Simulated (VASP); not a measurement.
Ru:

```
CELL_PARAMETERS angstrom
2.70580 0.00000 0.00000
-1.35290 2.34329 0.00000
0.00000 0.00000 4.28190
ATOMIC_POSITIONS crystal
Ru 0.33333 0.66667 0.25000
Ru 0.66667 0.33333 0.75000
```

| Quantity | Value |
| --- | --- |
| Program | VASP 6.6.1 |
| Task | relaxation of cell and atoms |
| Functional | PBE |
| Potentials or basis | VASP PAW PBE potentials, release 64 (Ru_pv) |
| Cutoff | 520 eV |
| k mesh | 18 × 18 × 10 |
| Occupations | gaussian, width 0.1 eV |
| Spin | no spin polarisation |

At the start: pressure 4.4 GPa; volume 13.57 Å³/atom.

Where does the relaxation end?

Over 7 steps the energy falls by 2.5 meV/atom and the volume is 13.76 Å³/atom (+1.3 %); space group P6_3/mmc (No. 194, to 0.05 Å).

The path:
```csv
step,energy change (eV),largest force (eV/Å),pressure (GPa),volume (Å³)
1,0.0000,0.0000,4.39,27.15
2,0.0358,0.0000,-11.31,28.64
3,-0.0050,0.0000,-0.07,27.53
4,-0.0050,0.0000,-0.02,27.52
5,-0.0050,0.0000,0.06,27.51
6,-0.0050,0.0000,0.08,27.51
7,-0.0051,0.0000,0.09,27.51
```

Final structure:
```
CELL_PARAMETERS angstrom
2.71940 0.00000 0.00000
-1.35970 2.35507 0.00000
0.00000 0.00000 4.29603
ATOMIC_POSITIONS crystal
Ru 0.33333 0.66667 0.25000
Ru 0.66667 0.33333 0.75000
```
